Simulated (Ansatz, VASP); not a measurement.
# Two plane-wave programs on Al2GaP3

```
CELL_PARAMETERS angstrom
4.01991 0.00000 0.00000
-2.00996 3.48134 0.00000
0.00000 0.00000 7.51282
ATOMIC_POSITIONS crystal
Al 0.66667 0.33333 0.24807
Al 0.66667 0.33333 0.75193
Ga 0.00000 0.00000 0.00000
P 0.00000 0.00000 0.50000
P 0.33333 0.66667 0.00000
P 0.33333 0.66667 0.50000
```

Change from the starting cell: species swapped into the Ce2CuGe3 type (P-6m2, No. 187).

Alike in both runs: task single point; functional PBE; k mesh 6 × 6 × 2; occupations gaussian, width 0.1 eV; no spin polarisation.

|  | VASP | Ansatz |
| --- | --- | --- |
| version | VASP 6.6.1 | Ansatz 0.2.0 |
| potentials or method | VASP PAW PBE potentials, release 64 (Al, Ga_d, P) | scalar-relativistic, plane waves, PAW |
| plane-wave cutoff (eV) | 520 | 420 |
| valence electrons in the cell | 34 | 34 |

```tsv
	VASP	Ansatz	Ansatz less VASP
gap on the k mesh at the Fermi level (eV)	none	none	-
pressure (GPa)	2.9	3.0	+0.08
largest component of the traceless stress (GPa)	6.08	6.13	+0.049
rms of the force components (eV/Å)	0.272	0.272	-0.0001
```

Atom by atom the forces differ by 0.000 eV/Å (rms over components). A gap of «none» marks a metal or a gap that the smearing closes.

Caveats: the k mesh is coarse (spacing up to 0.42 Å⁻¹), so the values aren't converged.
